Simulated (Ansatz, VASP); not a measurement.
# Cross-check of Te2Mo between VASP and Ansatz, part 2 of 2

Aim: how closely do two programs agree when they are given the same cell, functional and k mesh? The cell is taken from a series of runs on this material, whose earlier steps may have relaxed, scaled, displaced or heated it; both programs get it as it stands.

VASP 6.6.1 and Ansatz 0.2.0.

So far: The starting structure; Ansatz: G0W0 gap, LDA.

## 3. VASP: G0W0 gap, LDA

Level of this step: G0W0 on LDA, no spin polarisation; plane waves and PAW (Te_GW, Mo_sv_GW) (VASP).

The same cell, functional (in two slightly different forms) and mesh now go to VASP, with its own data sets.

Lines of VASP's logs that name or quote its potential files are left out, and so is its time.

The run reads the wave functions of an earlier VASP run, which isn't shown here.

Input file INCAR:

```
SYSTEM = Te2Mo
PREC = Accurate
ENCUT = 370
ISMEAR = 0
SIGMA = 0.01
LREAL = .FALSE.
GGA = CA
NBANDS = 368
LASPH = .TRUE.
ALGO = EVGW0
NELMGW = 1
ENCUTGW = 100
NOMEGA = 64
PRECFOCK = Fast
NBANDSGW = 48
LWAVE = .FALSE.
LCHARG = .FALSE.
```

Input file POSCAR:

```
Te2Mo
1.0
    3.5182000000      0.0000000000      0.0000000000
   -1.7591000000      3.0468505756      0.0000000000
    0.0000000000      0.0000000000     13.9736000000
Te Mo
4 2
Direct
    0.3333333333      0.6666666667      0.6210000000
    0.6666666667      0.3333333333      0.1210000000
    0.3333333333      0.6666666667      0.8790000000
    0.6666666667      0.3333333333      0.3790000000
    0.3333333333      0.6666666667      0.2500000000
    0.6666666667      0.3333333333      0.7500000000
```

Input file KPOINTS:

```
Automatic mesh
0
Gamma
6 6 2
0 0 0
```

PAW data sets: Te_GW and Mo_sv_GW (LDA family, release 64).

Command:

```
$ mpirun -np 16 vasp_std
```

Numbers of over 12 decimals in the logs are rounded to 6 here.

The program printed:

```text
[banner, memory and clock lines left out]
running   16 mpi-ranks, on    1 nodes
 distrk:  each k-point on   16 cores,    1 groups
 distr:  one band on    1 cores,   16 groups

 POSCAR found type information on POSCAR TeMo
 POSCAR found :  2 types and       6 ions
|                                                                             |
|           W    W    AA    RRRRR   N    N  II  N    N   GGGG   !!!           |
|           W    W   A  A   R    R  NN   N  II  NN   N  G    G  !!!           |
|           W    W  A    A  R    R  N N  N  II  N N  N  G       !!!           |
|           W WW W  AAAAAA  RRRRR   N  N N  II  N  N N  G  GGG   !            |
|           WW  WW  A    A  R   R   N   NN  II  N   NN  G    G                |
|           W    W  A    A  R    R  N    N  II  N    N   GGGG   !!!           |
|                                                                             |
|     For optimal performance we recommend to set                             |
|       NCORE = 2 up to number-of-cores-per-socket                            |
|     NCORE specifies how many cores store one orbital (NPAR=cpu/NCORE).      |
|     This setting can greatly improve the performance of VASP for DFT.       |
|     The default, NCORE=1 might be grossly inefficient on modern             |
|     multi-core architectures or massively parallel machines. Do your        |
|     Unfortunately you need to use the default for GW and RPA                |
|     calculations (for HF NCORE is supported but not extensively tested      |
|     yet).                                                                   |
|                                                                             |

|                                                                             |
|           W    W    AA    RRRRR   N    N  II  N    N   GGGG   !!!           |
|           W    W   A  A   R    R  NN   N  II  NN   N  G    G  !!!           |
|           W    W  A    A  R    R  N N  N  II  N N  N  G       !!!           |
|           W WW W  AAAAAA  RRRRR   N  N N  II  N  N N  G  GGG   !            |
|           WW  WW  A    A  R   R   N   NN  II  N   NN  G    G                |
|           W    W  A    A  R    R  N    N  II  N    N   GGGG   !!!           |
|                                                                             |
|     The default for ENCUTGWSOFT is different in this version of VASP.       |
|     please manually set ENCUTGWSOFT =100 in the INCAR file.                 |
|                                                                             |

 LDA part: xc-table for (Slater(with rela. corr.)+CA(PZ))
 , standard interpolation
 found WAVECAR, reading the header
 POSCAR, INCAR and KPOINTS ok, starting setup
 FFT: planning ... GRIDC
 FFT: planning ... GRID_SOFT
 FFT: planning ... GRID
 reading WAVECAR
 the WAVECAR file was read successfully
 initial charge from wavefunction
 available memory per node:     30.50 GB, setting MAXMEM to     31230

 The Fermi energy was updated, please check that it is located mid-gap
 values below the HOMO (VB) or above the LUMO (CB) will cause erroneous energies
 E-fermi :   8.3450

 calculate exact exchange contribution
 the WAVEDER file was read successfully
|                                                                             |
|           W    W    AA    RRRRR   N    N  II  N    N   GGGG   !!!           |
|           W    W   A  A   R    R  NN   N  II  NN   N  G    G  !!!           |
|           W    W  A    A  R    R  N N  N  II  N N  N  G       !!!           |
|           W WW W  AAAAAA  RRRRR   N  N N  II  N  N N  G  GGG   !            |
|           WW  WW  A    A  R   R   N   NN  II  N   NN  G    G                |
|           W    W  A    A  R    R  N    N  II  N    N   GGGG   !!!           |
|                                                                             |
|     Automatic setting of frequency mesh for GW failed. Frequency mesh       |
|     properly not suitable for determining QP energies. Consider             |
|     increasing number of kpoints.                                           |
|                                                                             |

energies w=
    0.000    0.000    0.665    0.000    1.328    0.000    1.988    0.000
    2.643    0.000    3.294    0.000    3.938    0.000    4.574    0.000
    5.203    0.000    5.823    0.000    6.435    0.000    7.039    0.000
    7.634    0.000    8.221    0.000    8.801    0.000    9.374    0.000
    9.941    0.000   10.503    0.000   11.061    0.000   11.615    0.000
   12.167    0.000   12.718    0.000   13.269    0.000   13.822    0.000
   14.377    0.000   14.935    0.000   15.500    0.000   16.071    0.000
   16.652    0.000   17.242    0.000   17.846    0.000   18.464    0.000
   19.099    0.000   19.754    0.000   20.431    0.000   21.134    0.000
   21.867    0.000   22.632    0.000   23.436    0.000   24.283    0.000
   25.180    0.000   26.133    0.000   27.151    0.000   28.243    0.000
   29.422    0.000   30.700    0.000   32.094    0.000   33.624    0.000
   35.316    0.000   37.198    0.000   39.309    0.000   41.698    0.000
   44.427    0.000   47.578    0.000   51.260    0.000   55.623    0.000
   60.875    0.000   67.322    0.000   75.420    0.000   85.888    0.000
   99.932    0.000  119.733    0.000  149.688    0.000  200.188    0.000
 responsefunction array rank=     352
 LDA part: xc-table for (Slater(with rela. corr.)+CA(PZ))
 , standard interpolation

 min. memory requirement per mpi rank    434.6 MB, per node   6953.2 MB

 allocating   4 responsefunctions rank=   352
 shmem allocating  64 responsefunctions rank=   352
 response function shared by NCSHMEM nodes    1
 Doing            4  frequencies on each core in blocks of           64
NQ=   1    0.0000    0.0000    0.0000,
|.........|.........|.........|.........|.........|.........|.........|.........
 performed       1775000 updates of chi_q(r,r)
 total number of BLAS operations       1537.06 Gflops
NQ=   2    0.1667    0.0000    0.0000,
|.........|.........|.........|.........|.........|.........|.........|.........
 performed       5175000 updates of chi_q(r,r)
 total number of BLAS operations       4481.32 Gflops
NQ=   3    0.3333    0.0000    0.0000,
|.........|.........|.........|.........|.........|.........|.........|.........
 performed       8575000 updates of chi_q(r,r)
 total number of BLAS operations       7644.29 Gflops
NQ=   4    0.5000    0.0000    0.0000,
|.........|.........|.........|.........|.........|.........|.........|.........
 performed      11056000 updates of chi_q(r,r)
 total number of BLAS operations       9966.35 Gflops
NQ=   5    0.1667    0.1667    0.0000,
|.........|.........|.........|.........|.........|.........|.........|.........
 performed      14456000 updates of chi_q(r,r)
 total number of BLAS operations      13092.32 Gflops
NQ=   6    0.3333    0.1667    0.0000,
|.........|.........|.........|.........|.........|.........|.........|.........
 performed      18280000 updates of chi_q(r,r)
 total number of BLAS operations      16754.73 Gflops
NQ=   7    0.3333    0.3333    0.0000,
|.........|.........|.........|.........|.........|.........|.........|.........
 performed      20408000 updates of chi_q(r,r)
 total number of BLAS operations      18711.44 Gflops
NQ=   8    0.0000    0.0000    0.5000,
|.........|.........|.........|.........|.........|.........|.........|.........
 performed      22183000 updates of chi_q(r,r)
 total number of BLAS operations      20183.79 Gflops
NQ=   9    0.1667    0.0000    0.5000,
|.........|.........|.........|.........|.........|.........|.........|.........
 performed      25583000 updates of chi_q(r,r)
 total number of BLAS operations      23039.24 Gflops
NQ=  10    0.3333    0.0000    0.5000,
|.........|.........|.........|.........|.........|.........|.........|.........
 performed      28983000 updates of chi_q(r,r)
 total number of BLAS operations      26333.39 Gflops
NQ=  11    0.5000    0.0000    0.5000,
|.........|.........|.........|.........|.........|.........|.........|.........
 performed      31464000 updates of chi_q(r,r)
 total number of BLAS operations      28628.38 Gflops
NQ=  12    0.1667    0.1667    0.5000,
|.........|.........|.........|.........|.........|.........|.........|.........
 performed      34864000 updates of chi_q(r,r)
 total number of BLAS operations      31809.92 Gflops
NQ=  13    0.3333    0.1667    0.5000,
|.........|.........|.........|.........|.........|.........|.........|.........
 performed      38688000 updates of chi_q(r,r)
 total number of BLAS operations      35514.79 Gflops
NQ=  14    0.3333    0.3333    0.5000,
|.........|.........|.........|.........|.........|.........|.........|.........
 performed      40816000 updates of chi_q(r,r)
 total number of BLAS operations      37368.99 Gflops
 resolving degeneracies of screened two electron integrals

 calculate QP shifts <psi_nk| G(iteration)W_0 |psi_nk>: iteration 1
 entering main loop
```

OUTCAR, selected parts (step 3):

```text
ion  position               nearest neighbor table
   1  0.333  0.667  0.621-   6 2.72   6 2.72   6 2.72   3 3.61
   2  0.667  0.333  0.121-   5 2.72   5 2.72   5 2.72   4 3.61
   3  0.333  0.667  0.879-   6 2.72   6 2.72   6 2.72   1 3.61
   4  0.667  0.333  0.379-   5 2.72   5 2.72   5 2.72   2 3.61
   5  0.333  0.667  0.250-   2 2.72   4 2.72   2 2.72   4 2.72   2 2.72   4 2.72
   6  0.667  0.333  0.750-   1 2.72   3 2.72   1 2.72   3 2.72   1 2.72   3 2.72

  LATTYP: Found a hexagonal cell.
 ALAT       =     3.5182000000
 C/A-ratio  =     3.9718037633

 Subroutine GETGRP returns: Found 24 space group operations
 (whereof 12 operations were pure point group operations)

The static configuration has the point symmetry D_3d.
 The point group associated with its full space group is D_6h.

 Found     14 irreducible k-points:

   k-points           NKPTS =     14   k-points in BZ     NKDIM =     72   number of bands    NBANDS=    368

   dimension x,y,z NGX =    24 NGY =   24 NGZ =   90
   dimension x,y,z NGXF=    48 NGYF=   48 NGZF=  180

   ENCUT  =  370.0 eV  27.19 Ry    5.21 a.u.   5.52  5.52 21.92*2*pi/ulx,y,z

   NELECT =      52.0000    total number of electrons

  energy-cutoff  :      370.00
  volume of cell :      149.79
      direct lattice vectors                 reciprocal lattice vectors
     3.518200000  0.000000000  0.000000000     0.284236257  0.164103880  0.000000000
    -1.759100000  3.046850576  0.000000000     0.000000000  0.328207759  0.000000000
     0.000000000  0.000000000 13.973600000     0.000000000  0.000000000  0.071563520

 k-points in reciprocal lattice and weights: Automatic mesh
   0.00000000  0.00000000  0.00000000       0.014
   0.16666667  0.00000000  0.00000000       0.083
   0.33333333  0.00000000  0.00000000       0.083
   0.50000000  0.00000000  0.00000000       0.042
   0.16666667  0.16666667  0.00000000       0.083
   0.33333333  0.16666667  0.00000000       0.167
   0.33333333  0.33333333  0.00000000       0.028
   0.00000000  0.00000000  0.50000000       0.014
   0.16666667  0.00000000  0.50000000       0.083
[...]
0.33333333  0.16666667  0.50000000       0.167
   0.33333333  0.33333333  0.50000000       0.028

 E-fermi :   8.3450

 QP shifts <psi_nk| G(iteration)W_0 |psi_nk>: iteration 1
 for sc-GW calculations column KS-energies equals QP-energies in previous step
 and V_xc(KS)=  KS-energies - (<T + V_ion + V_H > + <T+V_H+V_ion>^1  + <V_x>^1)
 k-point   1 :       0.0000    0.0000    0.0000
  band No.  KS-energies  QP-energies   sigma(KS)   V_xc(KS)     V^pw_x(r,r')   Z            occupation Imag(sigma)
    ...
     23       6.9163       7.2075     -15.5648     -15.9603     -16.5954       0.7361       2.0000       0.1654
     24       6.9163       7.2075     -15.5648     -15.9603     -16.5954       0.7361       2.0000       0.1654
     25       7.6403       7.5041     -11.6830     -11.5066     -12.7400       0.7719       2.0000       0.1453
     26       7.9505       8.2371     -15.1443     -15.5353     -15.5951       0.7329       2.0000       0.1102
     27      10.8286      11.3502     -12.3490     -13.0375      -8.6047       0.7577       0.0000      -0.2529
     28      10.8286      11.3502     -12.3490     -13.0375      -8.6047       0.7577       0.0000      -0.2529
     29      10.9597      11.4745     -12.2536     -12.9318      -8.4431       0.7591       0.0000      -0.2629
     30      10.9597      11.4745     -12.2536     -12.9318      -8.4431       0.7591       0.0000      -0.2629
    ...

 k-point   2 :       0.1667    0.0000    0.0000
  band No.  KS-energies  QP-energies   sigma(KS)   V_xc(KS)     V^pw_x(r,r')   Z            occupation Imag(sigma)
    ...
     23       6.7174       6.7258     -12.9761     -12.9872     -14.2030       0.7550       2.0000       0.1766
     24       6.9440       7.1868     -14.7727     -15.1054     -15.7929       0.7298       2.0000       0.1835
     25       7.5027       7.7551     -14.7861     -15.1302     -15.5251       0.7334       2.0000       0.1411
     26       7.6886       7.5793     -11.6920     -11.5504     -12.6966       0.7718       2.0000       0.1390
     27       9.7182      10.2770     -13.0679     -13.8146      -9.4080       0.7482       0.0000      -0.2296
     28       9.9888      10.6373     -13.4556     -14.3166      -9.7652       0.7531       0.0000      -0.2182
     29      10.0246      10.5758     -13.4953     -14.2370      -9.6584       0.7431       0.0000      -0.2620
     30      10.2590      10.8808     -13.5602     -14.3876      -9.8064       0.7515       0.0000      -0.2308
    ...

 k-point   3 :       0.3333    0.0000    0.0000
  band No.  KS-energies  QP-energies   sigma(KS)   V_xc(KS)     V^pw_x(r,r')   Z            occupation Imag(sigma)
    ...
     23       6.6525       6.6175     -12.6774     -12.6309     -14.0797       0.7520       2.0000       0.1935
     24       6.8734       7.0657     -14.3284     -14.5904     -15.3855       0.7343       2.0000       0.1852
     25       7.0361       7.1250     -13.5299     -13.6491     -14.7165       0.7457       2.0000       0.1778
     26       7.1813       7.3149     -13.9587     -14.1381     -15.0262       0.7447       2.0000       0.1665
     27       9.0367       9.6692     -14.5814     -15.4472     -10.9239       0.7306       0.0000      -0.2105
     28       9.4267      10.0268     -14.5290     -15.3472     -10.9601       0.7333       0.0000      -0.2197
     29       9.6489      10.2725     -14.8163     -15.6702     -10.8617       0.7304       0.0000      -0.2596
     30       9.6606      10.2488     -14.3815     -15.1809     -10.7332       0.7358       0.0000      -0.2347
    ...

 k-point   4 :       0.5000    0.0000    0.0000
  band No.  KS-energies  QP-energies   sigma(KS)   V_xc(KS)     V^pw_x(r,r')   Z            occupation Imag(sigma)
    ...
     23       6.9433       6.9331     -12.6736     -12.6600     -13.6761       0.7526       2.0000       0.1652
     24       6.9935       7.1146     -13.7569     -13.9201     -14.7295       0.7413       2.0000       0.1686
     25       7.3398       7.3007     -12.1127     -12.0614     -13.1706       0.7633       2.0000       0.1528
     26       7.6294       7.6326     -12.5610     -12.5651     -13.4865       0.7623       2.0000       0.1380
     27       9.1955       9.9412     -16.4991     -17.5424     -12.7532       0.7148       0.0000      -0.2271
     28       9.2538       9.9839     -16.2600     -17.2791     -12.4702       0.7165       0.0000      -0.2324
     29       9.3798      10.0824     -15.6334     -16.6094     -11.5973       0.7199       0.0000      -0.2568
     30       9.7159      10.4327     -16.1738     -17.1738     -11.8708       0.7168       0.0000      -0.2968
    ...

[... 4 further parts left out ...]
```

This run has no spin polarisation, so a moment on Mo, if there is one, isn't seen.

## 4. Differences

Known differences besides the potentials themselves: the two LDA forms differ slightly; fixed occupations in Ansatz, narrow Gaussian smearing in VASP; the data sets hold 92 valence electrons in Ansatz (on its PAW soft_1 files) and 52 in VASP; the cutoff is 420 eV in Ansatz and 370 eV in VASP; VASP's log shows a relativistic correction to its local exchange, Ansatz's none; Ansatz integrates over frequency by contour deformation, VASP on a grid of NOMEGA points; Ansatz's G0W0 levels solve the quasiparticle equation, VASP's are linearised. Total energies have different zeros and are not compared.

Both answers:

```tsv
quantity	Ansatz	VASP	difference
G0W0 gap on the mesh (eV)	0.97	1.05	-0.07
Kohn-Sham gap under it (eV)	0.80	0.79	+0.01
```

VASP's log warns that its frequency grid doesn't suit quasiparticle energies on this mesh.

## 5. Outcome

```json
{
 "difference in G0W0 gap on the mesh (G0W0 gap, LDA)": "-0.074 eV"
}
```

What this shows: The difference in G0W0 gap on the mesh is -0.074 eV (G0W0 gap, LDA). The data sets hold unlike numbers of valence electrons (92 in Ansatz and 52 in VASP), so part of the differences comes from the potentials. How closely two codes agree says nothing of how well the functional describes the real material.

[Lines on the potential files, build, host, timing and source positions are cut from VASP's logs without a mark.]

[Logs are printed without paths, hosts, clocks, repeated set-up lines and the standing remarks that a program may print on its own settings, such as how far it seeks lower states.]

[Hosts, paths, dates, database ids (printed as entryN), source tags and the programs' standing remarks are cut or masked in the printed files.]
